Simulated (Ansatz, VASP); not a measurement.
**One calculation of TiOs3, two programs**

Contents of INCAR:

```
SYSTEM = TiOs3
ALGO = Normal
EDIFF = 1E-7
ENCUT = 520
GGA = PE
ISIF = 2
ISMEAR = -1
LASPH = .True.
LCHARG = .False.
LREAL = .False.
LWAVE = .False.
NBANDS = 26
NELM = 100
PREC = Accurate
SIGMA = 0.05
```

KPOINTS

```
k-points
0
Gamma
  7 7 7
  0 0 0
```

File POSCAR:

```
TiOs3
1.0
    3.8616410393      0.0000000000      0.0000000000
    0.0000000000      3.8616410393      0.0000000000
    0.0000000000      0.0000000000      3.8616410393
Os Ti
3 1
Direct
    0.0000000000      0.5000000000      0.5000000000
    0.5000000000      0.0000000000      0.5000000000
    0.5000000000      0.5000000000      0.0000000000
    0.0000000000      0.0000000000      0.0000000000
```

Contents of input.yaml:

```yaml
crystal:
  lattice:
    - [3.8616410393, 0.0, 0.0]
    - [0.0, 3.8616410393, 0.0]
    - [0.0, 0.0, 3.8616410393]
  atoms:
    - { symbol: Os, position: [0.0, 0.5, 0.5] }
    - { symbol: Os, position: [0.5, 0.0, 0.5] }
    - { symbol: Os, position: [0.5, 0.5, 0.0] }
    - { symbol: Ti, position: [0.0, 0.0, 0.0] }
hamiltonian:
  xc: pbe
  pseudopotentials: { kind: paw }
kpoints:
  mp_grid: { grid: [7, 7, 7] }
scf:
  occupations: { method: fermi_dirac, width: 0.05 }
output:
  forces: true
  stress: true
  eigenvalues: true
```

Change from the starting cell: volume scaled by 0.98.

Alike in both runs: task single point; functional PBE; k mesh 7 × 7 × 7; occupations fermi-dirac, width 0.05 eV; no spin polarisation.

```csv
,VASP,Ansatz
version,VASP 6.6.1,Ansatz 0.2.0
potentials or method,"VASP PAW PBE potentials, release 64 (Os, Ti_sv)",Ansatz PAW
plane-wave cutoff (eV),520,420
valence electrons in the cell,36,60
```

VASP gave:

* gap on the k mesh at the Fermi level (eV): none
* pressure (GPa): 5.1

**Question.** Which values does Ansatz return?

**Answer.** gap on the k mesh at the Fermi level (eV): none; pressure (GPa): 5.2.

A gap of «none» marks a metal or a gap that the smearing closes. The functional is the same, so the differences come from potentials, cutoffs and numerics. The two sets of potentials don't hold the same shells in valence.

The runs have no spin-orbit coupling, so splittings on Os are missing.
